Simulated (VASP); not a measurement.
# BaY (Pm-3m) in VASP: a series of runs, part 2 of 2

VASP 6.6.1. Earlier steps stand in the parts before.

### 3 Band structure, PBE

The input, POSCAR:

```
BaY
1.0
    4.4203700000      0.0000000000      0.0000000000
    0.0000000000      4.4203700000      0.0000000000
    0.0000000000      0.0000000000      4.4203700000
Ba Y
1 1
Direct
    0.0000000000      0.0000000000      0.0000000000
    0.5000000000      0.5000000000      0.5000000000
```

The input, INCAR.step1:

```
SYSTEM = BaY
PREC = Accurate ; ENCUT = 520
EDIFF = 1E-6 ; ISMEAR = -1
SIGMA = 0.05 ; LREAL = .FALSE.
LASPH = .TRUE. ; NELM = 80
ALGO = Normal ; ISIF = 2
LWAVE = .FALSE. ; LCHARG = .TRUE.
LMAXMIX = 4 ; GGA = PE
NBANDS = 18
```

The input, KPOINTS.step1:

```
regular mesh
0
G
  6 6 6
  0 0 0
```

The input, INCAR.step2:

```
SYSTEM = BaY
PREC = Accurate ; ENCUT = 520
EDIFF = 1E-6 ; ISMEAR = 0
SIGMA = 0.05 ; LREAL = .FALSE.
LASPH = .TRUE. ; NELM = 80
ALGO = Normal ; ISIF = 2
LWAVE = .FALSE. ; LCHARG = .FALSE.
LMAXMIX = 4 ; GGA = PE
NBANDS = 18 ; ICHARG = 11
```

The input, KPOINTS.step2:

```
path GXMGRX,MR
10
line-mode
reciprocal
 0.0000000000  0.0000000000  0.0000000000  G
 0.0000000000  0.5000000000  0.0000000000  X

 0.0000000000  0.5000000000  0.0000000000  X
 0.5000000000  0.5000000000  0.0000000000  M

 0.5000000000  0.5000000000  0.0000000000  M
 0.0000000000  0.0000000000  0.0000000000  G

 0.0000000000  0.0000000000  0.0000000000  G
 0.5000000000  0.5000000000  0.5000000000  R

 0.5000000000  0.5000000000  0.5000000000  R
 0.0000000000  0.5000000000  0.0000000000  X

 0.5000000000  0.5000000000  0.0000000000  M
 0.5000000000  0.5000000000  0.5000000000  R
```

Potentials or basis: VASP PAW PBE potentials, release 64 (Ba_sv, Y_sv).

Run with:

```bash
> cat potpaw_PBE.64/Ba_sv/POTCAR potpaw_PBE.64/Y_sv/POTCAR > POTCAR
> cp INCAR.step1 INCAR
> cp KPOINTS.step1 KPOINTS
> mpirun -np 1 vasp_std > vasp.out
> cp INCAR.step2 INCAR
> cp KPOINTS.step2 KPOINTS
> mpirun -np 1 vasp_std > vasp.out
```

OUTCAR:

```text
SYSTEM = BaY
   PREC = Accurate
   ENCUT = 520
   EDIFF = 1E-6
   ISMEAR = 0
   LREAL = .FALSE.
   LASPH = .TRUE.
   NELM = 80
   ISIF = 2
   GGA = PE
   ICHARG = 11

 ion  position               nearest neighbor table
   1  0.000  0.000  0.000-   2 3.83   2 3.83   2 3.83   2 3.83   2 3.83   2 3.83   2 3.83   2 3.83

   2  0.500  0.500  0.500-   1 3.83   1 3.83   1 3.83   1 3.83   1 3.83   1 3.83   1 3.83   1 3.83

  LATTYP: Found a simple cubic cell.
 ALAT       =     4.4203700000

  Lattice vectors:

 A1 = (   4.4203700000,   0.0000000000,   0.0000000000)
 A2 = (   0.0000000000,   4.4203700000,   0.0000000000)
 A3 = (   0.0000000000,   0.0000000000,   4.4203700000)

Analysis of symmetry for initial positions (statically):
=====================================================================
 Subroutine PRICEL returns:
 Original cell was already a primitive cell.

 Routine SETGRP: Setting up the symmetry group for a
 simple cubic supercell.

 Subroutine GETGRP returns: Found 48 space group operations
 (whereof 48 operations were pure point group operations)
 out of a pool of 48 trial point group operations.

The static configuration has the point symmetry O_h .

Analysis of symmetry for dynamics (positions and initial velocities):
=====================================================================
 Subroutine PRICEL returns:
 Original cell was already a primitive cell.

 Routine SETGRP: Setting up the symmetry group for a
 simple cubic supercell.

 Subroutine GETGRP returns: Found 48 space group operations
 (whereof 48 operations were pure point group operations)
 out of a pool of 48 trial point group operations.

The dynamic configuration has the point symmetry O_h .

 Subroutine INISYM returns: Found 48 space group operations
 (whereof 48 operations are pure point group operations),
 and found     1 'primitive' translations

----------------------------------------------------------------------------------------

                                     Primitive cell

  volume of cell :      86.3726

  direct lattice vectors                    reciprocal lattice vectors
     4.420370000  0.000000000  0.000000000     0.226225406  0.000000000  0.000000000
     0.000000000  4.420370000  0.000000000     0.000000000  0.226225406  0.000000000
     0.000000000  0.000000000  4.420370000     0.000000000  0.000000000  0.226225406

  length of vectors
     4.420370000  4.420370000  4.420370000     0.226225406  0.226225406  0.226225406

  position of ions in fractional coordinates (direct lattice)
     0.000000000  0.000000000  0.000000000
     0.500000000  0.500000000  0.500000000

  ion indices of the primitive-cell ions
   primitive index   ion index
                 1           1
                 2           2

----------------------------------------------------------------------------------------

 KPOINTS: path GXMGRX,MR

Interpolating k-points between supplied coordinates.

 Line segments in fractional coordinates (reciprocal lattice):
    0.000000  0.000000  0.000000  ...  0.000000  0.500000  0.000000
    0.000000  0.500000  0.000000  ...  0.500000  0.500000  0.000000
    0.500000  0.500000  0.000000  ...  0.000000  0.000000  0.000000
    0.000000  0.000000  0.000000  ...  0.500000  0.500000  0.500000
    0.500000  0.500000  0.500000  ...  0.000000  0.500000  0.000000
    0.500000  0.500000  0.000000  ...  0.500000  0.500000  0.500000

 Generated    10 points on each line segment, for a total of     60 k-points:

 Following reciprocal coordinates:
            Coordinates               Weight
  0.000000  0.000000  0.000000      0.016667
  0.000000  0.055556  0.000000      0.016667
  0.000000  0.111111  0.000000      0.016667
  0.000000  0.166667  0.000000      0.016667
  0.000000  0.222222  0.000000      0.016667
  0.000000  0.277778  0.000000      0.016667
[... 16 lines left out ...]
  0.388889  0.388889  0.000000      0.016667
  0.333333  0.333333  0.000000      0.016667
 [... further k-points ...]
   k-points           NKPTS =     60   k-points in BZ     NKDIM =     60   number of bands    NBANDS=     18
   number of dos      NEDOS =    301   number of ions     NIONS =      2
   total plane-waves  NPLWV =  46656
   dimension x,y,z NGX =    36 NGY =   36 NGZ =   36
   dimension x,y,z NGXF=    72 NGYF=   72 NGZF=   72
   ions per type =               1   1
   NGX,Y,Z   is equivalent  to a cutoff of  13.54, 13.54, 13.54 a.u.
   NGXF,Y,Z  is equivalent  to a cutoff of  27.08, 27.08, 27.08 a.u.
 SYSTEM =  BaY
   PREC   = accura    normal or accurate (medium, high low for compatibility)
   ISTART =      0    job   : 0-new  1-cont  2-samecut
   ICHARG =     11    charge: 1-file 2-atom 10-const
   ISPIN  =      1    spin polarized calculation?
   LNONCOLLINEAR =      F non collinear calculations
   LSORBIT =      F    spin-orbit coupling
   LASPH  =      T    aspherical Exc in radial PAW
   ENCUT  =  520.0 eV  38.22 Ry    6.18 a.u.   8.22  8.22  8.22*2*pi/ulx,y,z
   NELM   =     80;   NELMIN=  2; NELMDL=  0     # of ELM steps
   EDIFF  = 0.1E-05   stopping-criterion for ELM
   LREAL  =      F    real-space projection
   EDIFFG = 0.1E-04   stopping-criterion for IOM
   NSW    =      0    number of steps for IOM
   IBRION =     -1    ionic relax: 0-MD 1-quasi-New 2-CG
   NFREE  =      0    steps in history (QN), initial steepest desc. (CG)
   ISIF   =      2    stress and relaxation
   ISYM   =      2    0-nonsym 1-usesym 2-fastsym
   POTIM  = 0.5000    time-step for ionic-motion
   TEBEG  =    0.0;   TEEND  =   0.0 temperature during run
   PSTRESS=    0.0 pullay stress
   NELECT =      21.0000    total number of electrons
   NUPDOWN=      -1.0000    fix difference up-down
   EMIN   =  10.00;   EMAX   =-10.00  energy-range for DOS
   EFERMI =   0.00;   METHOD = LEGACY
   ISMEAR =     0;   SIGMA  =   0.05  broadening in eV -4-tet -1-fermi 0-gaus
   EFERMI_NEDOS =   21; number of points for ismear=-14 and -15
   IALGO  =     38    algorithm
   IMIX   =      4    mixing-type and parameters
     AMIX     =   0.40;   BMIX     =  1.00
     AMIX_MAG =   1.60;   BMIX_MAG =  1.00
  volume/ion in A,a.u.               =      43.19       291.44
  Fermi-wavevector in a.u.,A,eV,Ry     =   1.021777  1.930878 14.204857  1.044028
  Thomas-Fermi vector in A             =   2.155420
   LORBIT       =      0    0 simple, 1 ext, 2 COOP (PROOUT), +10 PAW based schemes
   GGA     = PE    functional components
   LHFCALC =     F    Hartree Fock is set to
   AEXX    =    0.0000 exact exchange contribution
   IVDW    =     0    specifies the selected vdW correction
   LEPSILON=     F    determine dielectric tensor
   LRPA    =     F    only Hartree local field effects (RPA)
 non-spin polarized calculation
 Gauss-broadening in eV      SIGMA  =   0.05
  energy-cutoff  :      520.00
  volume of cell :       86.37
 maximum number of plane-waves:      2360
 NGX is ok and might be reduce to    36

 number of electron      21.0000000 magnetization

 Free energy of the ion-electron system (eV)
  ---------------------------------------------------
  ext. energy  EPLUGINS =         0.00000000
  ---------------------------------------------------
  free energy    TOTEN  =        -8.06229381 eV

  energy without entropy =       -8.05690183  energy(sigma->0) =       -8.05959782

 E-fermi :   2.4540     XC(G=0):  -8.5701

 val. band max:        2.4539170364   @ k =   0.3333   0.3333   0.3333
 cond. band min:       2.4553842296   @ k =   0.5000   0.5000   0.3333
 fundamental gap:      0.0014671932
 Fermi energy:         2.4539897460

 k-point     1 :       0.0000    0.0000    0.0000
  band No.  band energies     occupation
      1     -41.1773      2.00000
      2     -25.4647      2.00000
      3     -21.1042      2.00000
      4     -21.1042      2.00000
      5     -21.1042      2.00000
      6     -10.5999      2.00000
[... 10 lines left out ...]
     17       7.6252      0.00000
     18       7.6295      0.00000
[... 463 lines left out ...]
 k-point    24 :       0.3333    0.3333    0.0000
  band No.  band energies     occupation
      1     -41.1755      2.00000
      2     -25.4402      2.00000
      3     -21.1274      2.00000
      4     -21.1244      2.00000
      5     -21.0991      2.00000
      6     -10.8251      2.00000
[... 10 lines left out ...]
     17       5.8312      0.00000
     18       6.6166      0.00000

 [... further k-points ...]

------------------------ aborting loop because EDIFF is reached ----------------------------------------

  FORCE on cell =-STRESS in cart. coord.  units (eV):
  Direction    XX          YY          ZZ          XY          YZ          ZX
  --------------------------------------------------------------------------------------
  -------------------------------------------------------------------------------------
  Total       -2.6191219     -2.6191219     -2.6191219      0.0000000      0.0000000     -0.0000000
  in kB      -48.5836813    -48.5836813    -48.5836813      0.0000000      0.0000000     -0.0000000
  external PRESSURE =     -48.5836813 kB  Pullay stress =       0.0000000 kB

 VOLUME and BASIS-vectors are now :
 -----------------------------------------------------------------------------
  energy-cutoff  :      520.00
  volume of cell :       86.37
      direct lattice vectors                 reciprocal lattice vectors
     4.420370000  0.000000000  0.000000000     0.226225406  0.000000000  0.000000000
     0.000000000  4.420370000  0.000000000     0.000000000  0.226225406  0.000000000
     0.000000000  0.000000000  4.420370000     0.000000000  0.000000000  0.226225406

 POSITION                                       TOTAL-FORCE (eV/Angst)
 -----------------------------------------------------------------------------------
      0.00000      0.00000      0.00000         0.000000      0.000000      0.000000
      2.21019      2.21019      2.21019         0.000000      0.000000      0.000000
 -----------------------------------------------------------------------------------
    total drift:                                0.000000      0.000000      0.000000

  FREE ENERGIE OF THE ION-ELECTRON SYSTEM (eV)
  ---------------------------------------------------
  free  energy   TOTEN  =        -8.0622938070 eV

  energy  without entropy=       -8.0569018340  energy(sigma->0) =       -8.05959782
```

It took 69 s on 1 thread of Intel Xeon Platinum 8488C (Sapphire Rapids), shared host; peak memory 0.27 GiB.

What came out:

- Band gap along the path: none (metal or under the smearing width)

Levels at the corners of the path, in eV from the Fermi level:
| point | band 7 | band 8 | band 9 | band 10 | band 11 | band 12 | band 13 | band 14 | band 15 | band 16 |
| --- | --- | --- | --- | --- | --- | --- | --- | --- | --- | --- |
| Γ | -13.08 | -13.08 | -3.65 | -1.06 | -1.06 | 1.55 | 1.55 | 1.55 | 3.49 | 3.49 |
| X | -13.07 | -13.07 | -1.35 | -1.26 | 0.15 | 1.04 | 1.48 | 1.48 | 2.15 | 2.21 |
| X | -13.07 | -13.07 | -1.35 | -1.26 | 0.15 | 1.04 | 1.48 | 1.48 | 2.15 | 2.21 |
| M | -13.35 | -13.03 | -1.87 | -1.00 | 0.36 | 0.36 | 1.39 | 1.39 | 2.52 | 2.83 |
| M | -13.35 | -13.03 | -1.87 | -1.00 | 0.36 | 0.36 | 1.39 | 1.39 | 2.52 | 2.83 |
| Γ | -13.08 | -13.08 | -3.65 | -1.06 | -1.06 | 1.55 | 1.55 | 1.55 | 3.49 | 3.49 |
| Γ | -13.08 | -13.08 | -3.65 | -1.06 | -1.06 | 1.55 | 1.55 | 1.55 | 3.49 | 3.49 |
| R | -13.34 | -13.34 | -0.14 | -0.14 | -0.14 | 0.65 | 0.65 | 0.65 | 2.84 | 2.90 |
| R | -13.34 | -13.34 | -0.14 | -0.14 | -0.14 | 0.65 | 0.65 | 0.65 | 2.84 | 2.90 |
| X | -13.07 | -13.07 | -1.35 | -1.26 | 0.15 | 1.04 | 1.48 | 1.48 | 2.15 | 2.21 |
| M | -13.35 | -13.03 | -1.87 | -1.00 | 0.36 | 0.36 | 1.39 | 1.39 | 2.52 | 2.83 |
| R | -13.34 | -13.34 | -0.14 | -0.14 | -0.14 | 0.65 | 0.65 | 0.65 | 2.84 | 2.90 |

Caveat: the log is that of the step along the path at fixed density, whose energy, stress, charges and moments have no meaning; spin-orbit coupling is left out, which moves the levels of the heavy elements.

### 4 Band structure, PBEsol

POSCAR is that of step 3.

Edit INCAR.step1 of step 3 so:

```diff
@@ -7,3 +7,3 @@
 LWAVE = .FALSE. ; LCHARG = .TRUE.
-LMAXMIX = 4 ; GGA = PE
+LMAXMIX = 4 ; GGA = PS
 NBANDS = 18
```

KPOINTS.step1 is that of step 3.

Edit INCAR.step2 of step 3 so:

```diff
@@ -7,3 +7,3 @@
 LWAVE = .FALSE. ; LCHARG = .FALSE.
-LMAXMIX = 4 ; GGA = PE
+LMAXMIX = 4 ; GGA = PS
 NBANDS = 18 ; ICHARG = 11
```

KPOINTS.step2 is that of step 3.

Run with:

```bash
> cat potpaw_PBE.64/Ba_sv/POTCAR potpaw_PBE.64/Y_sv/POTCAR > POTCAR
> cp INCAR.step1 INCAR
> cp KPOINTS.step1 KPOINTS
> mpirun -np 1 vasp_std > vasp.out
> cp INCAR.step2 INCAR
> cp KPOINTS.step2 KPOINTS
> mpirun -np 1 vasp_std > vasp.out
```

Wall time 70 s (1 thread of Intel Xeon Platinum 8488C (Sapphire Rapids), shared host); peak memory 0.27 GiB.

Results (log left out):

```
Band gap along the path : none (metal or under the smearing width)
```

Levels at the corners of the path, in eV from the Fermi level:
| point | band 7 | band 8 | band 9 | band 10 | band 11 | band 12 | band 13 | band 14 | band 15 | band 16 |
| --- | --- | --- | --- | --- | --- | --- | --- | --- | --- | --- |
| Γ | -13.03 | -13.03 | -3.66 | -1.04 | -1.04 | 1.53 | 1.53 | 1.53 | 3.50 | 3.50 |
| X | -13.01 | -13.01 | -1.34 | -1.27 | 0.17 | 1.03 | 1.47 | 1.47 | 2.13 | 2.20 |
| X | -13.01 | -13.01 | -1.34 | -1.27 | 0.17 | 1.03 | 1.47 | 1.47 | 2.13 | 2.20 |
| M | -13.30 | -12.98 | -1.88 | -1.03 | 0.34 | 0.34 | 1.40 | 1.40 | 2.53 | 2.85 |
| M | -13.30 | -12.98 | -1.88 | -1.03 | 0.34 | 0.34 | 1.40 | 1.40 | 2.53 | 2.85 |
| Γ | -13.03 | -13.03 | -3.66 | -1.04 | -1.04 | 1.53 | 1.53 | 1.53 | 3.50 | 3.50 |
| Γ | -13.03 | -13.03 | -3.66 | -1.04 | -1.04 | 1.53 | 1.53 | 1.53 | 3.50 | 3.50 |
| R | -13.29 | -13.29 | -0.14 | -0.14 | -0.14 | 0.64 | 0.64 | 0.64 | 2.78 | 2.92 |
| R | -13.29 | -13.29 | -0.14 | -0.14 | -0.14 | 0.64 | 0.64 | 0.64 | 2.78 | 2.92 |
| X | -13.01 | -13.01 | -1.34 | -1.27 | 0.17 | 1.03 | 1.47 | 1.47 | 2.13 | 2.20 |
| M | -13.30 | -12.98 | -1.88 | -1.03 | 0.34 | 0.34 | 1.40 | 1.40 | 2.53 | 2.85 |
| R | -13.29 | -13.29 | -0.14 | -0.14 | -0.14 | 0.64 | 0.64 | 0.64 | 2.78 | 2.92 |

Caveat: the log is that of the step along the path at fixed density, whose energy, stress, charges and moments have no meaning; the PAW data sets were made with another functional, which shifts forces and pressure a little; spin-orbit coupling is left out, which moves the levels of the heavy elements.
